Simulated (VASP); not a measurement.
Data:

```
CELL_PARAMETERS angstrom
      2.74310     0.00000     0.00000
      0.00000     2.74310     0.00000
      0.00000     0.00000     3.58350
ATOMIC_POSITIONS crystal
  Cu 0.00000 0.00000 0.00000
  Au 0.50000 0.50000 0.50000
```

All values below come from PBE GGA, VASP's PBE PAW potentials (set 64) (plane waves; VASP 6.6.1). Numerical set-up: 500 eV cut-off, 13×13×10 Γ-centred mesh, first-order Methfessel-Paxton smearing of 0.10 eV, potentials Cu Au.

Energy and stress use the plane-wave basis of the starting cell.

The ions, cell shape and volume at an external pressure of 30.0 GPa are relaxed. Give the cell that the relaxation ends in.

```
CELL_PARAMETERS angstrom
      2.72391     0.00000     0.00000
      0.00000     2.72391     0.00000
      0.00000     0.00000     3.49803
ATOMIC_POSITIONS crystal
  Cu 0.00000 0.00000 0.00000
  Au 0.50000 0.50000 0.50000
```
Space group P4/mmm (123), at a tolerance of 0.03 Å.

How do energy and volume change from the first to the last step?

The energy (σ→0) changes by +78.5 meV/atom and the volume by -3.7 %, in 10 ionic steps.

The compound is CuAu in the L1_0 structure. This run relaxes it under an external pressure of 30 GPa. Symmetry was kept, so distortions that lower it aren't found.
